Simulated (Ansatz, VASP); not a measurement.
**Two plane-wave programs on B5Pt**

```
B Pt
1.0
     0.00000    3.05703    3.05703
     3.05703    0.00000    3.05703
     3.05703    3.05703    0.00000
B Pt
5 1
Direct
  0.25000 0.25000 0.25000
  0.12616 0.62461 0.62461
  0.62461 0.62461 0.62461
  0.62461 0.62461 0.12616
  0.62461 0.12616 0.62461
  0.00000 0.00000 0.00000
```

Change from the starting cell: species swapped into the Be5Pd type (F-43m, No. 216).

Alike in both runs: task single point; functional PBE; k mesh 6 × 6 × 6; occupations gaussian, width 0.1 eV; no spin polarisation.

|  | VASP | Ansatz |
| --- | --- | --- |
| version | VASP 6.6.1 | Ansatz 0.2.0 |
| potentials or method | VASP PAW PBE potentials, release 64 (B, Pt) | scalar-relativistic, plane waves, PAW |
| plane-wave cutoff (eV) | 520 | 420 |
| valence electrons in the cell | 25 | 33 |

|  | VASP | Ansatz | Ansatz less VASP |
| --- | --- | --- | --- |
| gap on the k mesh at the Fermi level (eV) | none | none | - |
| pressure (GPa) | -21.3 | -21.2 | +0.15 |
| rms of the force components (eV/Å) | 0.333 | 0.334 | +0.0010 |

Atom by atom the forces differ by 0.001 eV/Å (rms over components). A gap of «none» marks a metal or a gap that the smearing closes. The two sets of potentials don't hold the same shells in valence.

Caveats: so large a pressure means that the cell lies far from this level's equilibrium, or that cutoff or potentials fall short (VASP). The runs have no spin-orbit coupling, so splittings on Pt are missing.
